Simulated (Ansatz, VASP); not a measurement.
# Cross-check of Sn between VASP and Ansatz, part 2 of 2

Wanted: the spread between two codes on one cell, functional and k mesh. The structure shown is the start of the Ansatz relaxation below; VASP solves that cell, so the two are compared at the walk's first step.

VASP 6.6.1 and Ansatz 0.2.0.

So far. Step 3 (VASP: single point, PBEsol, start cell, pair 1): The run ends at a pressure of 1.01 GPa, with forces up to 0.095 eV/Å.

## Step 6: VASP: single point, PBEsol, start cell, pair 2

Level of this step: PBEsol; plane waves and PAW (Sn_d) (VASP).

The same cell, functional, mesh and smearing now go to VASP, with its own data sets.

Contents of INCAR:

```
SYSTEM = Sn
PREC = Accurate
ENCUT = 400
EDIFF = 1E-06
NELM = 120
ISMEAR = 1
SIGMA = 0.2
LREAL = .FALSE.
ALGO = Normal
GGA = PS
NBANDS = 20
LORBIT = 11
LWAVE = .FALSE.
LCHARG = .FALSE.
ISIF = 2
LASPH = .TRUE.
GGA_COMPAT = .FALSE.
KPAR = 2
```

Contents of POSCAR:

```
Sn
1.0
   -0.0520570000      3.2242360000      3.3003360000
    3.2242360000     -0.0520570000      3.3003360000
    3.1721790000      3.1721790000      0.0000000000
Sn
2
Direct
    0.4980273221      0.4980273221      0.5019726779
    0.7519726779      0.7519726779      0.7480271644
```

Contents of KPOINTS:

```
Automatic mesh
0
Gamma
12 12 12
0 0 0
```

Potentials, in the order of the species: Sn_d (PBE family, release 64).

Command:

```bash
> mpirun -np 2 vasp_std
```

Numbers of over 12 decimals in the logs are rounded to 6 here.

Log:

```text
[banner, memory and clock lines left out]
running    2 mpi-ranks, on    1 nodes
[...]
[... a notice as in an earlier step ...]

 LDA part: xc-table for (Slater+PW92), standard interpolation
 POSCAR, INCAR and KPOINTS ok, starting setup
[...]
entering main loop
       N       E                     dE             d eps       ncg     rms          rms(c)
DAV:   1     0.207444507449E+03    0.20744E+03   -0.13239E+04 11292   0.176E+03
DAV:   2     0.130980783958E+02   -0.19435E+03   -0.19083E+03 11256   0.404E+02
DAV:   3    -0.789724730336E+01   -0.20995E+02   -0.20891E+02 12876   0.135E+02
DAV:   4    -0.853592435655E+01   -0.63868E+00   -0.63844E+00 12600   0.270E+01
[...]
DAV:  10    -0.845291252925E+01   -0.18627E-04   -0.25560E-05 12752   0.393E-02    0.512E-03
DAV:  11    -0.845291421360E+01   -0.16843E-05   -0.30299E-06  9992   0.129E-02    0.143E-03
DAV:  12    -0.845291418248E+01    0.31117E-07   -0.53647E-07  8624   0.857E-03
   1 F= -.84529142E+01 E0= -.84529018E+01  d E =-.372139E-04
```

From OUTCAR (step 6):

```text
  Total        0.4407998      0.4407998      0.1255359      0.4779306      0.0000000      0.0000000
  in kB       10.2949300     10.2949300      2.9319044     11.1621251      0.0000000      0.0000000
  external PRESSURE =       7.8405882 kB  Pullay stress =       0.0000000 kB

 POSITION                                       TOTAL-FORCE (eV/Angst)
 -----------------------------------------------------------------------------------
      3.17218      3.17218      3.28732         0.000000      0.000000     -0.092538
      4.75827      4.75827      4.96352         0.000000      0.000000      0.092538
 -----------------------------------------------------------------------------------
    total drift:                               -0.000001     -0.000001     -0.000241

  FREE ENERGIE OF THE ION-ELECTRON SYSTEM (eV)
  ---------------------------------------------------
  free  energy   TOTEN  =        -8.4529141825 eV

  energy  without entropy=       -8.4528769685  energy(sigma->0) =       -8.45290178

[... 1 part as in an earlier step ...]

[... 2 further parts left out ...]
[key lines of the parts left out:]
E-fermi :   5.4434
```

The run ends at a pressure of 0.78 GPa, with forces up to 0.093 eV/Å.

## Step 7: Side by side

Forces (eV/Å; atoms numbered as in POSCAR):

| atom | Ansatz x, y, z | VASP x, y, z |
| --- | --- | --- |
| Sn1 | 0.000, 0.000, -0.094 | 0.000, 0.000, -0.093 |
| Sn2 | 0.000, 0.000, 0.094 | 0.000, 0.000, 0.093 |

The forces differ by 0.7 meV/Å r.m.s., which is 1.2 % of the r.m.s. force of 0.053 eV/Å (both taken over all components).

## Step 8: Ansatz: relaxation, PBEsol

The two programs are compared at the cell with which this relaxation starts, whose forces are those of its first step. The cell compared in this pair holds 68.93 Å³, against 68.60 Å³ for the pair before.

The structure compared here is the start of the Ansatz relaxation; VASP solves that cell, so the two are compared at the walk's first step.

Contents of input.yaml:

```yaml
crystal:
  lattice:
    - [-0.0342101551, 3.2390917007, 3.2853242498]
    - [3.2390917007, -0.0342101551, 3.2853242498]
    - [3.2048815457, 3.2048815457, 0.0]
  atoms:
    - { symbol: Sn, position: [0.4990095327, 0.4990095327, 0.5009904673] }
    - { symbol: Sn, position: [0.7509904673, 0.7509904673, 0.7490095327] }
  conventional_axes: [[0, 0, 1], [1, -1, 0], [1, 1, -1]]
kpoints:
  mp_grid: { grid: [12, 12, 12] }
hamiltonian:
  xc: pbesol
  pseudopotentials: { kind: paw, azcp: { folder: soft_1 }, xc_functional: pbe }
scf:
  occupations: { method: methfessel_paxton, width: 0.2 }
output:
  forces: true
  stress: true
  eigenvalues: true
relax:
  adjacent_minimum: "off"
  f_tol: 0.001
  max_steps: 60
  cell: { stress_tol: 0.01, fix: [a, angles] }
```

Command:

```bash
> ansatz run input.yaml --threads 4 --pin off --max-ram 10240MiB --backend cpu --events-out ev --progress --plain --runs-dir out
```

Log:

```text
[...]
Crystal: 2 atoms, lattice volume = 68.930 Å³
Basis set: ecut = 420 eV, 1359 PW (Γ), exchange–correlation on 64×64×64 points (8 copies of the dense FFT grid, shifted against one another)
Bands: 18, of which v1, the nominal top of the filled ones, is band 14 counted from 1 (13 counted from 0)
Symmetry: 8 space group operations
[...]
k-points: 280 of 1728
[...]
--- Relaxed structure (5 steps of the walk, 4 accepted, 1 SCFs on fresh bases) ---
[...]
cell:  # Å, volume = 69.3079 Å³
    - [-0.035706, 3.240587, 3.300336]
    - [3.240587, -0.035706, 3.300336]
    - [3.2048815457, 3.2048815457, 4.8775783001038493e-11]
  atoms:
    - { symbol: Sn, position: [0.498027, 0.498027, 0.501973] }
    - { symbol: Sn, position: [0.751973, 0.751973, 0.748027] }
[key lines of the parts left out:]
SCF converged after 6 iterations
Free energy (F): -11899.641308 eV
Fermi energy:    7.538549 eV
P = ⅓ Tr σ = 0.3828 GPa (3.828 kbar)
```

## Step 9: VASP: single point, PBEsol, start cell, pair 3

The same cell, functional, mesh and smearing now go to VASP, with its own data sets.

INCAR is that of step 6.

Contents of POSCAR:

```
Sn
1.0
   -0.0342100000      3.2390920000      3.2853240000
    3.2390920000     -0.0342100000      3.2853240000
    3.2048820000      3.2048820000      0.0000000000
Sn
2
Direct
    0.4990095345      0.4990095345      0.5009904655
    0.7509904655      0.7509904655      0.7490092225
```

KPOINTS is that of step 6.

Command:

```bash
> mpirun -np 2 vasp_std
```

Log:

```text
[... set-up lines as in an earlier step ...]
 entering main loop
       N       E                     dE             d eps       ncg     rms          rms(c)
DAV:   1     0.207999184504E+03    0.20800E+03   -0.13253E+04 11272   0.176E+03
DAV:   2     0.131718827838E+02   -0.19483E+03   -0.19134E+03 11260   0.405E+02
DAV:   3    -0.789884853876E+01   -0.21071E+02   -0.20963E+02 12864   0.135E+02
DAV:   4    -0.854067717510E+01   -0.64183E+00   -0.64160E+00 12676   0.271E+01
[...]
DAV:  10    -0.845935155626E+01   -0.15399E-04   -0.22381E-05 12972   0.374E-02    0.512E-03
DAV:  11    -0.845935316990E+01   -0.16136E-05   -0.27288E-06  9888   0.125E-02    0.113E-03
DAV:  12    -0.845935310495E+01    0.64947E-07   -0.37847E-07  8144   0.765E-03
   1 F= -.84593531E+01 E0= -.84592509E+01  d E =-.306676E-03
```

From OUTCAR (step 9):

```text
  Total        0.3071979      0.3071979      0.1187822      0.3449858      0.0000000      0.0000000
  in kB        7.1403989      7.1403989      2.7609314      8.0187273      0.0000000      0.0000000
  external PRESSURE =       5.6805764 kB  Pullay stress =       0.0000000 kB

 POSITION                                       TOTAL-FORCE (eV/Angst)
 -----------------------------------------------------------------------------------
      3.20488      3.20488      3.27882         0.000000      0.000000     -0.090085
      4.80732      4.80732      4.93449        -0.000000     -0.000000      0.090085
 -----------------------------------------------------------------------------------
    total drift:                               -0.000001     -0.000001     -0.000480

  FREE ENERGIE OF THE ION-ELECTRON SYSTEM (eV)
  ---------------------------------------------------
  free  energy   TOTEN  =        -8.4593531050 eV

  energy  without entropy=       -8.4590464289  energy(sigma->0) =       -8.45925088

[... 1 part as in an earlier step ...]

[... 2 further parts left out ...]
[key lines of the parts left out:]
E-fermi :   5.3874
```

The run ends at a pressure of 0.57 GPa, with forces up to 0.090 eV/Å.

## Step 10: Comparison

Forces (eV/Å; atoms numbered as in POSCAR):

| atom | Ansatz x, y, z | VASP x, y, z |
| --- | --- | --- |
| Sn1 | 0.000, 0.000, -0.091 | 0.000, 0.000, -0.090 |
| Sn2 | 0.000, 0.000, 0.091 | 0.000, 0.000, 0.090 |

The forces differ by 0.5 meV/Å r.m.s., which is 0.9 % of the r.m.s. force of 0.052 eV/Å (both taken over all components).

## Step 11: Results

```
r.m.s. force difference (single point, PBEsol, start cell, pair 1) : 0.86 meV/Å
r.m.s. force difference (single point, PBEsol, start cell, pair 2) : 0.65 meV/Å
r.m.s. force difference (single point, PBEsol, start cell, pair 3) : 0.45 meV/Å
```

**Reading.** The r.m.s. force difference is 0.86 meV/Å (single point, PBEsol, start cell, pair 1), within the 12 meV/Å picked in this series as the mark of a large difference. 9 further runs of this series are not shown here. Such differences can come from data sets, numerical settings and the points named under the comparisons, not from the functional's error against experiment.

[Lines on the potential files, build, host, timing and source positions are cut from VASP's logs without a mark.]

[Logs are printed without paths, hosts, clocks, repeated set-up lines and the standing remarks that a program may print on its own settings, such as how far it seeks lower states.]

[Hosts, paths, dates, database ids (printed as entryN), source tags and the programs' standing remarks are cut or masked in the printed files.]
